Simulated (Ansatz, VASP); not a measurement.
# Cross-check of InAs between VASP and Ansatz

Wanted: the spread between two codes on one cell, functional and k mesh. The cell is taken from a series of runs on this material, whose earlier steps may have relaxed, scaled, displaced or heated it; both programs get it as it stands.

Method: plane waves, with VASP 6.6.1 beside it; zone-centre phonons at LDA, in Ansatz 0.2.0.

**1. Starting point**

It takes space group Imm2 (No. 44, orthorhombic). The conventional cell has a = 4.260 Å, b = 4.304 Å, c = 5.992 Å, α = 90.00°, β = 90.00°, γ = 90.00°. Nearest to As lie 4 In at 2.61 to 2.62 Å. Nearest to In lie 4 As at 2.61 to 2.62 Å. Farther neighbours are not listed.

Coordinates:

```xyz
2
Lattice="0.0154 3.0276 2.9960 3.0276 0.0154 2.9960 3.0430 3.0430 0.0000" Properties=species:S:1:pos:R:3 pbc="T T T"
As    4.5646    4.5646    4.4994
In    3.0430    3.0430    5.9868
```

**2. VASP: zone-centre phonons, LDA**

Second derivatives magnify differences that forces hide, and they need a tight electronic threshold.

Lines of VASP's logs that name or quote its potential files are left out, and so is its time.

INCAR reads:

```
SYSTEM = InAs
PREC = Accurate
ENCUT = 500
EDIFF = 1E-08
NELM = 120
ISMEAR = 1
SIGMA = 0.2
LREAL = .FALSE.
ALGO = Normal
GGA = CA
NBANDS = 15
LORBIT = 11
LWAVE = .FALSE.
LCHARG = .FALSE.
ISIF = 2
IBRION = 8
LASPH = .TRUE.
GGA_COMPAT = .FALSE.
KPAR = 2
```

POSCAR reads:

```
InAs
1.0
    0.0153925170      3.0276482593      2.9960475209
    3.0276482593      0.0153925170      2.9960475209
    3.0430407763      3.0430407763      0.0000000000
As In
1 1
Direct
    0.7508815309      0.7508815309      0.7491184691
    0.9991184691      0.9991184691      0.0008815309
```

KPOINTS reads:

```
Automatic mesh
0
Gamma
12 12 12
0 0 0
```

The projector-augmented-wave data sets are As and In_d (LDA family, release 64).

Started as:

```sh
mpirun -np 2 vasp_std
```

Numbers of over 12 decimals in the logs are rounded to 6 here.

Log:

```text
[banner, memory and clock lines left out]
running    2 mpi-ranks, on    1 nodes
 distrk:  each k-point on    1 cores,    2 groups
 distr:  one band on    1 cores,    1 groups

 POSCAR found type information on POSCAR AsIn
 POSCAR found :  2 types and       2 ions
 LDA part: xc-table for (Slater(with rela. corr.)+CA(PZ))
 , standard interpolation
 POSCAR, INCAR and KPOINTS ok, starting setup
 FFT: planning ... GRIDC
 FFT: planning ... GRID_SOFT
 FFT: planning ... GRID
 WAVECAR not read
 entering main loop
       N       E                     dE             d eps       ncg     rms          rms(c)
DAV:   1     0.111620075561E+03    0.11162E+03   -0.82438E+03  8471   0.126E+03
DAV:   2    -0.136558522725E+01   -0.11299E+03   -0.10868E+03  8988   0.302E+02
DAV:   3    -0.913454443634E+01   -0.77690E+01   -0.77229E+01 10934   0.801E+01
DAV:   4    -0.933544169056E+01   -0.20090E+00   -0.20082E+00 10070   0.143E+01
DAV:   5    -0.934441722708E+01   -0.89755E-02   -0.89753E-02 12934   0.261E+00    0.473E+00
DAV:   6    -0.907085465093E+01    0.27356E+00   -0.38320E-01 13159   0.112E+01    0.261E+00
DAV:   7    -0.903205210549E+01    0.38803E-01   -0.11097E-01 11864   0.312E+00    0.685E-01
DAV:   8    -0.902866106359E+01    0.33910E-02   -0.11783E-02 11162   0.133E+00    0.223E-01
DAV:   9    -0.902854951251E+01    0.11155E-03   -0.77740E-04 10940   0.255E-01    0.140E-01
DAV:  10    -0.902857205115E+01   -0.22539E-04   -0.11458E-04 13058   0.182E-01    0.704E-02
DAV:  11    -0.902857583658E+01   -0.37854E-05   -0.34509E-05 12911   0.114E-01    0.484E-02
DAV:  12    -0.902857345022E+01    0.23864E-05   -0.49389E-06 12631   0.301E-02    0.694E-03
DAV:  13    -0.902857349665E+01   -0.46426E-07   -0.68309E-07 10829   0.486E-03    0.164E-03
DAV:  14    -0.902857349243E+01    0.42160E-08   -0.23817E-08 10730   0.229E-03
   1 F= -.90285735E+01 E0= -.90287095E+01  d E =0.407912E-03
 Linear response reoptimize wavefunctions to high precision
DAV:   1    -0.902857349271E+01   -0.27399E-09   -0.34505E-09  8833   0.105E-03
DAV:   2    -0.902857349279E+01   -0.85947E-10   -0.89697E-10  6287   0.239E-04
 Linear response DOF=           4
 Linear response progress:
  Degree of freedom:   1/  4
       N       E                     dE             d eps       ncg     rms          rms(c)
RMM:   1    -0.475917754232E-01   -0.47592E-01    0.64333E-02 54908   0.156E+00
RMM:   2    -0.452962675186E-01    0.22955E-02    0.16778E-03 40777   0.581E-01    0.110E-01
RMM:   3    -0.459972615138E-01   -0.70099E-03   -0.19919E-03 48056   0.249E-01    0.469E-02
RMM:   4    -0.461617652264E-01   -0.16450E-03   -0.15796E-04 49012   0.834E-02    0.108E-02
RMM:   5    -0.461914558653E-01   -0.29691E-04   -0.18299E-05 50641   0.312E-02    0.490E-03
RMM:   6    -0.461752419357E-01    0.16214E-04   -0.20989E-06 49251   0.838E-03    0.162E-03
RMM:   7    -0.461737349402E-01    0.15070E-05   -0.21447E-07 53829   0.273E-03    0.114E-03
RMM:   8    -0.461740536373E-01   -0.31870E-06   -0.79689E-08 52075   0.114E-03    0.704E-04
RMM:   9    -0.461747118241E-01   -0.65819E-06    0.43664E-09 49481   0.427E-04    0.777E-05
RMM:  10    -0.461747983186E-01   -0.86495E-07    0.19697E-08 53587   0.178E-04    0.732E-05
RMM:  11    -0.461747913416E-01    0.69770E-08   -0.60657E-08 56375   0.787E-05    0.214E-05
 first order change of Fermi-energy  -0.23957E-03
 force on displaced ion       1 direction 1 :  -7.647   0.069  -0.000
 Linear response progress:
  Degree of freedom:   2/  4
       N       E                     dE             d eps       ncg     rms          rms(c)
RMM:   1    -0.475383164545E-01   -0.47538E-01    0.63636E-02 17512   0.156E+00
RMM:   2    -0.452705854811E-01    0.22677E-02    0.15741E-03 13268   0.577E-01    0.108E-01
RMM:   3    -0.459541581095E-01   -0.68357E-03   -0.19719E-03 15396   0.245E-01    0.464E-02
RMM:   4    -0.461141277968E-01   -0.15997E-03   -0.15456E-04 15737   0.826E-02    0.107E-02
RMM:   5    -0.461438368497E-01   -0.29709E-04   -0.17249E-05 16225   0.303E-02    0.476E-03
RMM:   6    -0.461287594099E-01    0.15077E-04   -0.20026E-06 15796   0.818E-03    0.160E-03
RMM:   7    -0.461266741238E-01    0.20853E-05   -0.20364E-07 17306   0.267E-03    0.108E-03
RMM:   8    -0.461269211966E-01   -0.24707E-06   -0.36160E-08 16556   0.109E-03    0.676E-04
RMM:   9    -0.461276069169E-01   -0.68572E-06    0.18576E-08 15682   0.399E-04    0.804E-05
RMM:  10    -0.461277248607E-01   -0.11794E-06    0.63672E-08 17318   0.171E-04    0.753E-05
RMM:  11    -0.461277101328E-01    0.14728E-07   -0.61268E-08 17936   0.733E-05    0.199E-05
RMM:  12    -0.461277236612E-01   -0.13528E-07    0.10711E-08 16804   0.356E-05    0.544E-06
RMM:  13    -0.461277225080E-01    0.11532E-08   -0.21461E-08 17658   0.238E-05    0.192E-06
 first order change of Fermi-energy   0.45897E+00
 force on displaced ion       1 direction 3 :   0.000   0.000  -7.585
 Linear response progress:
  Degree of freedom:   3/  4
       N       E                     dE             d eps       ncg     rms          rms(c)
RMM:   1    -0.235437890606E+00   -0.23544E+00   -0.89328E-02 35164   0.493E+00
RMM:   2    -0.237921734698E+00   -0.24838E-02   -0.13690E-02 44309   0.105E+00    0.795E-02
RMM:   3    -0.237883753169E+00    0.37982E-04   -0.16054E-03 48103   0.326E-01    0.387E-02
RMM:   4    -0.237698133778E+00    0.18562E-03   -0.15265E-04 49154   0.109E-01    0.204E-02
RMM:   5    -0.237655107483E+00    0.43026E-04   -0.23419E-05 51744   0.400E-02    0.792E-03
RMM:   6    -0.237655195476E+00   -0.87993E-07   -0.28668E-06 51205   0.134E-02    0.190E-03
RMM:   7    -0.237664815927E+00   -0.96205E-05    0.91032E-07 52301   0.403E-03    0.711E-04
RMM:   8    -0.237664407123E+00    0.40880E-06    0.38938E-07 52007   0.173E-03    0.470E-04
RMM:   9    -0.237663884822E+00    0.52230E-06    0.51023E-07 52400   0.786E-04    0.982E-05
RMM:  10    -0.237663517259E+00    0.36756E-06    0.22777E-07 53210   0.354E-04    0.487E-05
RMM:  11    -0.237663296428E+00    0.22083E-06    0.25799E-07 54956   0.190E-04    0.150E-05
RMM:  12    -0.237663330145E+00   -0.33717E-07    0.13132E-07 54567   0.120E-04    0.957E-06
RMM:  13    -0.237663370001E+00   -0.39856E-07    0.61218E-08 56014   0.858E-05    0.600E-06
RMM:  14    -0.237663369714E+00    0.28658E-09    0.36229E-08 57419   0.677E-05    0.848E-06
 first order change of Fermi-energy  -0.37087E-03
 force on displaced ion       2 direction 1 :  -7.611   0.069  -0.000
 Linear response progress:
  Degree of freedom:   4/  4
       N       E                     dE             d eps       ncg     rms          rms(c)
RMM:   1    -0.235379653724E+00   -0.23538E+00   -0.88173E-02 11368   0.493E+00
RMM:   2    -0.237861651406E+00   -0.24820E-02   -0.13357E-02 14232   0.104E+00    0.782E-02
RMM:   3    -0.237815364084E+00    0.46287E-04   -0.15580E-03 15501   0.321E-01    0.385E-02
RMM:   4    -0.237625271409E+00    0.19009E-03   -0.14170E-04 15780   0.106E-01    0.200E-02
RMM:   5    -0.237580061996E+00    0.45209E-04   -0.21930E-05 16556   0.392E-02    0.782E-03
RMM:   6    -0.237580251702E+00   -0.18971E-06   -0.46867E-06 16430   0.126E-02    0.191E-03
RMM:   7    -0.237589659405E+00   -0.94077E-05   -0.18038E-07 16805   0.377E-03    0.724E-04
RMM:   8    -0.237589224451E+00    0.43495E-06    0.62492E-07 16671   0.160E-03    0.476E-04
RMM:   9    -0.237588926983E+00    0.29747E-06    0.78037E-08 16686   0.700E-04    0.108E-04
RMM:  10    -0.237588494746E+00    0.43224E-06   -0.63647E-08 16908   0.318E-04    0.507E-05
RMM:  11    -0.237588311416E+00    0.18333E-06    0.12543E-08 17734   0.165E-04    0.179E-05
RMM:  12    -0.237588240778E+00    0.70638E-07    0.12230E-07 17212   0.103E-04    0.182E-05
RMM:  13    -0.237588344266E+00   -0.10349E-06    0.18485E-08 16648   0.740E-05    0.148E-05
RMM:  14    -0.237588345577E+00   -0.13103E-08   -0.66416E-09 19064   0.578E-05    0.230E-05
 first order change of Fermi-energy  -0.45890E+00
 force on displaced ion       2 direction 3 :  -0.000  -0.000  -7.575
 Linear response finished
```

OUTCAR, selected parts (step 2):

```text
ion  position               nearest neighbor table
   1  0.751  0.751  0.749-   2 2.61   2 2.61   2 2.62   2 2.62
   2  0.999  0.999  0.001-   1 2.61   1 2.61   1 2.62   1 2.62

  LATTYP: Found a body centered orthorhombic cell.
 ALAT       =     4.2599729241
 B/A-ratio  =     1.0102199271
 C/A-ratio  =     1.4066040204

 Subroutine GETGRP returns: Found  4 space group operations
 (whereof  4 operations were pure point group operations)

The static configuration has the point symmetry C_2v.

 Found    280 irreducible k-points:

   k-points           NKPTS =    280   k-points in BZ     NKDIM =    280   number of bands    NBANDS=     15

   dimension x,y,z NGX =    32 NGY =   32 NGZ =   32
   dimension x,y,z NGXF=    64 NGYF=   64 NGZF=   64

   ENCUT  =  500.0 eV  36.75 Ry    6.06 a.u.   7.77  7.77  7.85*2*pi/ulx,y,z

   NELECT =      18.0000    total number of electrons

 k-points in reciprocal lattice and weights: Automatic mesh
   0.00000000  0.00000000  0.00000000       0.001
   0.08333333  0.00000000  0.00000000       0.002
   0.16666667  0.00000000  0.00000000       0.002
   0.25000000  0.00000000  0.00000000       0.002
   0.33333333  0.00000000  0.00000000       0.002
   0.41666667  0.00000000  0.00000000       0.002
   0.50000000  0.00000000  0.00000000       0.001
   0.08333333  0.08333333  0.00000000       0.001
   0.16666667  0.08333333  0.00000000       0.002
[...]
0.25000000  0.25000000  0.50000000       0.001
  -0.25000000  0.25000000  0.50000000       0.001

 average (electrostatic) potential at core
       1 -53.0570       2 -96.0556

  Total       -0.0732500     -0.0732500      0.0529789     -0.1298639      0.0000000      0.0000000
  in kB       -2.1366819     -2.1366819      1.5453789     -3.7880951      0.0000000      0.0000000
  external PRESSURE =      -0.9093283 kB  Pullay stress =       0.0000000 kB

  energy-cutoff  :      500.00
  volume of cell :       54.93
      direct lattice vectors                 reciprocal lattice vectors
     0.015392517  3.027648259  2.996047521    -0.165988562  0.165988562  0.166886539
     3.027648259  0.015392517  2.996047521     0.165988562 -0.165988562  0.166886539
     3.043040776  3.043040776  0.000000000     0.164309333  0.164309333 -0.166886539

 POSITION                                       TOTAL-FORCE (eV/Angst)
 -----------------------------------------------------------------------------------
      4.56456      4.56456      4.49935         0.000000      0.000000      0.000910
      3.04304      3.04304      5.98681        -0.000000     -0.000000     -0.000910
 -----------------------------------------------------------------------------------
    total drift:                                0.000000      0.000000     -0.000349

 Eigenvectors and eigenvalues of the dynamical matrix
 ----------------------------------------------------

   1 f  =    6.443224 THz    40.483973 2PiTHz  214.922835 cm-1    26.647023 meV
             X         Y         Z           dx          dy          dz
      4.564561  4.564561  4.499353     0.550559   -0.550559    0.000000
      3.043041  3.043041  5.986813    -0.443717    0.443717    0.000000

   2 f  =    6.392729 THz    40.166703 2PiTHz  213.238499 cm-1    26.438192 meV
             X         Y         Z           dx          dy          dz
      4.564561  4.564561  4.499353    -0.000000   -0.000000    0.778122
      3.043041  3.043041  5.986813     0.000000    0.000000   -0.628113

   3 f  =    6.385335 THz    40.120240 2PiTHz  212.991834 cm-1    26.407610 meV
             X         Y         Z           dx          dy          dz
      4.564561  4.564561  4.499353    -0.550579   -0.550579   -0.000000
      3.043041  3.043041  5.986813     0.443692    0.443692    0.000000

   4 f/i=    0.002199 THz     0.013814 2PiTHz    0.073335 cm-1     0.009092 meV
             X         Y         Z           dx          dy          dz
      4.564561  4.564561  4.499353     0.000000    0.000000   -0.628113
      3.043041  3.043041  5.986813    -0.000000    0.000000   -0.778122

   5 f/i=    0.007207 THz     0.045282 2PiTHz    0.240397 cm-1     0.029805 meV
             X         Y         Z           dx          dy          dz
      4.564561  4.564561  4.499353    -0.443717    0.443717   -0.000000
      3.043041  3.043041  5.986813    -0.550559    0.550559    0.000000

   6 f/i=    0.007426 THz     0.046659 2PiTHz    0.247704 cm-1     0.030711 meV
             X         Y         Z           dx          dy          dz
      4.564561  4.564561  4.499353     0.443692    0.443692   -0.000000
      3.043041  3.043041  5.986813     0.550579    0.550579    0.000000

 ELASTIC MODULI CONTR FROM IONIC RELAXATION (kBar)
 Direction    XX          YY          ZZ          XY          YZ          ZX
 --------------------------------------------------------------------------------
 XX          -0.1411     -0.1411     -0.1749      5.6492     -0.0000      0.0000
 YY          -0.1411     -0.1411     -0.1749      5.6492      0.0000      0.0000
 ZZ          -0.1749     -0.1749     -0.2168      7.0027     -0.0000     -0.0000
 XY           5.6492      5.6492      7.0027   -226.1453      0.0000      0.0000
 YZ          -0.0000      0.0000     -0.0000      0.0000   -230.3581      7.2922
 ZX           0.0000      0.0000     -0.0000      0.0000      7.2922   -217.3741
 --------------------------------------------------------------------------------
```

(Continued in part 2 of 2.)

[Lines on the potential files, build, host, timing and source positions are cut from VASP's logs without a mark.]

[Logs are printed without paths, hosts, clocks, repeated set-up lines and the standing remarks that a program may print on its own settings, such as how far it seeks lower states.]

[Hosts, paths, dates, database ids (printed as entryN), source tags and the programs' standing remarks are cut or masked in the printed files.]
